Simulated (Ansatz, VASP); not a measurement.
# Cross-check of Ge (Germanium) between VASP and Ansatz, part 2 of 2

One calculation is typed for both programs; each brings its own data sets. How far apart do they land? The cell is taken from a series of runs on this material, whose earlier steps may have relaxed, scaled, displaced or heated it; both programs get it as it stands.

VASP 6.6.1 and Ansatz 0.2.0.

So far: Set-up; VASP: zone-centre phonons, LDA.

## 2. VASP: zone-centre phonons, LDA (continued)

Level of this step: LDA; plane waves and PAW (Ge_d) (VASP).

Numbers of over 12 decimals in the logs are rounded to 6 here.

From OUTCAR (step 2):

```text
ion  position               nearest neighbor table
   1  0.500  0.500  0.500-   2 2.41   2 2.41   2 2.41   2 2.41
   2  0.750  0.750  0.750-   1 2.41   1 2.41   1 2.41   1 2.41

  LATTYP: Found a body centered tetragonal cell.
 ALAT       =     3.8954905996
 C/A-ratio  =     1.4650045971

 Subroutine GETGRP returns: Found  4 space group operations
 (whereof  2 operations were pure point group operations)

The static configuration has the point symmetry C_1h.
 The point group associated with its full space group is C_2h.

   k-points           NKPTS =   1728   k-points in BZ     NKDIM =   1728   number of bands    NBANDS=     20

   dimension x,y,z NGX =    30 NGY =   30 NGZ =   28
   dimension x,y,z NGXF=    60 NGYF=   60 NGZF=   56

   ENCUT  =  500.0 eV  36.75 Ry    6.06 a.u.   7.23  7.23  7.10*2*pi/ulx,y,z

   NELECT =      28.0000    total number of electrons

 k-points in reciprocal lattice and weights: Points of the shifted mesh
   0.04166667  0.04166667  0.04166667       0.001
   0.04166667  0.04166667  0.12500000       0.001
   0.04166667  0.04166667  0.20833333       0.001
   0.04166667  0.04166667  0.29166667       0.001
   0.04166667  0.04166667  0.37500000       0.001
   0.04166667  0.04166667  0.45833333       0.001
   0.04166667  0.04166667  0.54166667       0.001
   0.04166667  0.04166667  0.62500000       0.001
   0.04166667  0.04166667  0.70833333       0.001
[...]
0.95833333  0.95833333  0.87500000       0.001
   0.95833333  0.95833333  0.95833333       0.001

 average (electrostatic) potential at core
       1 -75.0122       2 -75.0122

  Total        0.8079203      0.8079203      0.0266876     -0.0036402     -0.0019531     -0.0019531
  in kB       29.8939739     29.8939739      0.9874713     -0.1346909     -0.0722688     -0.0722683
  external PRESSURE =      20.2584730 kB  Pullay stress =       0.0000000 kB

  energy-cutoff  :      500.00
  volume of cell :       43.30
      direct lattice vectors                 reciprocal lattice vectors
     0.000000000  2.754527819  2.853455818    -0.181519314  0.181519314  0.175226123
     2.754527819  0.000000000  2.853455818     0.181519314 -0.181519314  0.175226123
     2.754527819  2.754527819  0.000000000     0.181519314  0.181519314 -0.175226123

 POSITION                                       TOTAL-FORCE (eV/Angst)
 -----------------------------------------------------------------------------------
      2.75443      2.75443      2.85330         0.000167      0.000167      0.000255
      4.13189      4.13189      4.28034        -0.000167     -0.000167     -0.000255
 -----------------------------------------------------------------------------------
    total drift:                                0.000000     -0.000000      0.000000

 Eigenvectors and eigenvalues of the dynamical matrix
 ----------------------------------------------------

   1 f  =    9.126964 THz    57.346406 2PiTHz  304.442747 cm-1    37.746073 meV
             X         Y         Z           dx          dy          dz
      2.754433  2.754433  2.853300    -0.030671   -0.030671    0.705775
      4.131887  4.131887  4.280339     0.030671    0.030671   -0.705775

   2 f  =    9.055148 THz    56.895173 2PiTHz  302.047227 cm-1    37.449066 meV
             X         Y         Z           dx          dy          dz
      2.754433  2.754433  2.853300    -0.499058   -0.499058   -0.043375
      4.131887  4.131887  4.280339     0.499058    0.499058    0.043375

   3 f  =    9.045813 THz    56.836521 2PiTHz  301.735854 cm-1    37.410461 meV
             X         Y         Z           dx          dy          dz
      2.754433  2.754433  2.853300    -0.500000    0.500000    0.000000
      4.131887  4.131887  4.280339     0.500000   -0.500000   -0.000000

   4 f  =    0.000000 THz     0.000000 2PiTHz    0.000002 cm-1     0.000000 meV
             X         Y         Z           dx          dy          dz
      2.754433  2.754433  2.853300     0.437355    0.424084    0.358989
      4.131887  4.131887  4.280339     0.437355    0.424084    0.358989

   5 f/i=    0.000000 THz     0.000000 2PiTHz    0.000002 cm-1     0.000000 meV
             X         Y         Z           dx          dy          dz
      2.754433  2.754433  2.853300    -0.488189    0.075145    0.505989
      4.131887  4.131887  4.280339    -0.488189    0.075145    0.505989

   6 f/i=    0.000000 THz     0.000001 2PiTHz    0.000004 cm-1     0.000001 meV
             X         Y         Z           dx          dy          dz
      2.754433  2.754433  2.853300    -0.265314    0.560809   -0.339267
      4.131887  4.131887  4.280339    -0.265314    0.560809   -0.339267

 ELASTIC MODULI CONTR FROM IONIC RELAXATION (kBar)
 Direction    XX          YY          ZZ          XY          YZ          ZX
 --------------------------------------------------------------------------------
 XX          -0.0083     -0.0044     -0.0070      0.7560      1.3625      0.2457
 YY          -0.0044     -0.0083     -0.0070      0.5910      0.3551      1.4173
 ZZ          -0.0070     -0.0070     -0.0179      2.2005      0.1574      0.4444
 XY           0.7560      0.5910      2.2005   -283.7602     -0.1009      3.5080
 YZ           1.3625      0.3551      0.1574     -0.1009   -307.7975      1.4569
 ZX           0.2457      1.4173      0.4444      3.5080      1.4569   -307.0822
 --------------------------------------------------------------------------------
```

Energies printed during the response cycles are not total energies of the cell.

## 3. Ansatz: zone-centre phonons, LDA

Ansatz runs on its PAW soft_1 files.

The same cell, functional (in two slightly different forms), mesh and smearing now go to Ansatz, which takes its cutoff from its data sets.

File input.yaml:

```yaml
crystal:
  lattice:
    - [0.0, 2.754527819, 2.8534558182]
    - [2.754527819, 0.0, 2.8534558182]
    - [2.754527819, 2.754527819, 0.0]
  atoms:
    - { symbol: Ge, position: [0.499972705, 0.499972705, 0.4999928663] }
    - { symbol: Ge, position: [0.750027295, 0.750027295, 0.7500071337] }
kpoints:
  mp_grid: { grid: [12, 12, 12], shift: [0.5, 0.5, 0.5] }
hamiltonian:
  xc: lda
  pseudopotentials: { kind: paw, azcp: { folder: soft_1 }, xc_functional: pbe }
scf:
  occupations: { method: gaussian, width: 0.015 }
output:
  eigenvalues: true
phonons:
  method: dfpt
```

The run is started by

```console
$ ansatz run input.yaml --threads 4 --pin off --max-ram 10240MiB --backend cpu --events-out ev --progress --plain --runs-dir out
```

Log:

```text
Engine: ansatz 0.2.0, aarch64-unknown-linux-gnu
Pseudopotentials: kind: paw
Pseudopotential: Ge, paw, valence charge 14, recommended cutoff 420 eV (normal), soft_1/Ge.paw.azcp
Functional definition: SPW92
  exchange = slater_x
  correlation = pw_c
Crystal: 2 atoms, lattice volume = 43.301 Å³
Basis set: ecut = 420 eV, 869 PW (Γ), exchange–correlation on 64×64×64 points (8 copies of the dense FFT grid, shifted against one another)
Bands: 18, of which v1, the nominal top of the filled ones, is band 14 counted from 1 (13 counted from 0)
Symmetry: 4 space group operations
k-points: 864 of 1728 (irreducible under 1 space group operation, time reversal used)
Non-local potential: Ge, projectors of the file, l = 0: 2, l = 1: 2, l = 2: 3, l = 3: 1
PAW form: soft (Blöchl's): semilocal exchange-correlation on the pseudo side does not see the compensation charge
PAW frozen core: Ge, regenerated for the run's functional, and the local potential with it (the file was generated under x = pbe(κ = 0.804, μ = 0.219515), c = pbe(β = 0.066725))
PAW one-centre angular grid: Ge, 590 points (default); XC on 64 Gauss nodes
Initial density: superposition of atomic densities (chi_scale 0.1, normalization cell)
Initial wavefunctions: pseudopotential atomic-orbital guess
Functional: x = slater, c = lda
SCF iter   1: F=—  HF=-8431.583397 eV  |F-HF|=—  |Δ(HF+E_count)|=         —  Δρ=3.66e-2  dr2=5.30e-1  ethr=3.10e-3  ⟨swp⟩=6.0  Hψ=73540  notcnv=0
preconditioner: auto → none  [insulator: Δε(μ)=0.263 eV  Ē_g=23.601 eV  σ=0.015 eV  W_gap=1.00  n_scr=14 (ndim 8)  ℏωp=29.9 eV  f_vac=0.000  D(μ)=0.00/eV (n_scr^D=0)  ε∞_Penn≈2.6]
SCF iter   2: F=—  HF=-8431.455039 eV  |F-HF|=—  |Δ(HF+E_count)|=   1.28e-1  Δρ=1.66e-2  dr2=8.60e-2  ethr=1.89e-3  ⟨swp⟩=2.0  Hψ=25920  notcnv=0
SCF iter   3: F=—  HF=-8431.439664 eV  |F-HF|=—  |Δ(HF+E_count)|=   1.54e-2  Δρ=2.52e-3  dr2=7.11e-4  ethr=3.07e-4  ⟨swp⟩=2.0  Hψ=22498  notcnv=0
SCF iter   4: F=—  HF=-8431.439712 eV  |F-HF|=—  |Δ(HF+E_count)|=   4.80e-5  Δρ=4.51e-4  dr2=7.78e-5  ethr=2.54e-6  ⟨swp⟩=2.0  Hψ=31085  notcnv=0
SCF iter   5: F=—  HF=-8431.439519 eV  |F-HF|=—  |Δ(HF+E_count)|=   1.93e-4  Δρ=5.40e-5  dr2=7.15e-7  ethr=2.78e-7  ⟨swp⟩=2.0  Hψ=30798  notcnv=0
SCF iter   6: F=—  HF=-8431.439515 eV  |F-HF|=—  |Δ(HF+E_count)|=   4.33e-6  Δρ=3.28e-5  dr2=2.35e-7  ethr=2.55e-9  ⟨swp⟩=2.0  Hψ=27648  notcnv=0
SCF iter   7: F=—  HF=-8431.439514 eV  |F-HF|=—  |Δ(HF+E_count)|=   2.03e-7  Δρ=3.86e-6  dr2=2.84e-9  ethr=8.39e-10  ⟨swp⟩=2.0  Hψ=25917  notcnv=0
SCF iter   8: F=-8431.439514 eV  HF=-8431.439514 eV  |F-HF|=7.28e-12  |Δ(HF+E_count)|=   2.84e-9  Δρ=1.26e-7  dr2=4.77e-12  ethr=1.00e-12  ⟨swp⟩=4.2  Hψ=83193  notcnv=0
SCF 1 converged in 8 iterations: F = -8431.439514 eV  dr2 = 4.77e-12
  greatest PAW one-centre occupation: 0.998 electrons in one spin orbital (limit 2), on the Ge atom at site 1 (counted from 0), in its partial waves of l = 2
DFPT response loops at Γ: preconditioner auto → none (the input reference at scf.mixing.eps_inf says where Resta's filter doesn't serve); β = 0.50; Broyden in place of MSR1
SCF converged after 8 iterations
Free energy (F): -8431.439514 eV
Harris-Foulkes:  -8431.439514 eV  (|F-HF|=7.28e-12)
Internal energy: -8431.439514 eV  (E = F + TS)
E sigma→0 (E₀):  -8431.439514 eV
Fermi energy:    8.943877 eV
--- Per-component energies (eV) ---
  E_band       = -296.697358
  E_kinetic    = 187.889520
  E_local      = -4445.811876  (includes V_loc(G=0)·N_el)
  E_nonlocal   = 442.445082
  E_hartree    = 2121.092631
  E_xc         = -143.547359
  E_vxc        = -132.188960  (∫ρ·V_xc dr)
  E_paw        = -3869.377297  (= ΣΔE_a)
  E_vpaw       = -591.216534  (= ΣTr[D̂ρ^β])
  E_aug_tail   = 0.000031  (compensation charges beyond the density's cutoff)
  E_ewald      = -2727.946899
  E_core_change = 3.816653  (= ΣΔE_core)
  E_smearing   = -0.000000  (= −TS)
  E_closure    = 0.000000  (closes the sum)
  Σ components = -8431.439514   (vs F -8431.439514, Δ=0.00e0)
--- Band table (eV; the first three rows and the last of 864) ---
  k-point 0: bands = [... 10 lower, -4.3048, 8.1313, 8.6982, 8.8807, 9.5795, 11.3942, 11.3961, 11.5807]
  k-point 1: bands = [... 10 lower, -4.1848, 6.9609, 8.1326, 8.8138, 10.1419, 11.5207, 11.5453, 12.3837]
  k-point 2: bands = [... 10 lower, -3.8926, 5.3084, 7.6908, 8.4932, 10.0089, 11.9777, 12.1903, 13.5168]
  k-point 863: bands = [... 10 lower, -2.1180, 0.9956, 7.0675, 7.3456, 9.2548, 12.5275, 12.6752, 15.9631]
--- Phonons (Γ-DFPT): 2 representative perturbations + reference, on 864 of 1728 k-points (Σ response iterations 6) ---
  k mesh reduced under 1 symmetry operation, with k and −k counted as one. Each operation leaves every solved perturbation unchanged. A smaller set is not used because it would not reduce the number of displacements times k-points to solve
  ASR residual: 4.285e-5 → 0.000e0 eV/Å²; symmetrization residual: 1.261e-6 eV/Å²
  ASR residual per site (eV/Å²): 4.28e-5 4.28e-5
  Γ frequencies (cm⁻¹): 0.00 0.00 0.00 300.63 300.75 303.20
  non-analytic LO–TO correction: not included (Born effective charges unavailable; polar crystals: no LO–TO splitting at Γ)
```

Reading the cycles: dr2 is the Hartree energy of the density residual (eV), the measure of convergence; HF is the Harris–Foulkes estimate of the energy, which meets the free energy F at convergence.

## 4. Differences

Known differences besides the potentials themselves: the two LDA forms differ slightly; the cutoff is 420 eV in Ansatz and 500 eV in VASP; VASP's log shows a relativistic correction to its local exchange, Ansatz's none. Total energies have different zeros and are not compared.

Both answers:

```csv
quantity,Ansatz,VASP,difference
optical mode 1 (cm⁻¹),300.6,301.7,-0.37 %
optical mode 2 (cm⁻¹),300.8,302.0,-0.43 %
optical mode 3 (cm⁻¹),303.2,304.4,-0.41 %
```

Modes are paired by rising frequency, not by their patterns, so a pair may set unlike modes beside each other; they are those without the splitting of longitudinal modes.

## 5. Results

```
r.m.s. difference of the optical zone-centre modes, each program's sorted by frequency (zone-centre phonons, LDA) : 1.2 cm⁻¹
```

What this shows: The r.m.s. difference of the optical zone-centre modes, each program's sorted by frequency is 1.2 cm⁻¹ (zone-centre phonons, LDA). How closely two codes agree says nothing of how well the functional describes the real material.

[Lines on the potential files, build, host, timing and source positions are cut from VASP's logs without a mark.]

[Logs are printed without paths, hosts, clocks, repeated set-up lines and the standing remarks that a program may print on its own settings, such as how far it seeks lower states.]

[Hosts, paths, dates, database ids (printed as entryN), source tags and the programs' standing remarks are cut or masked in the printed files.]
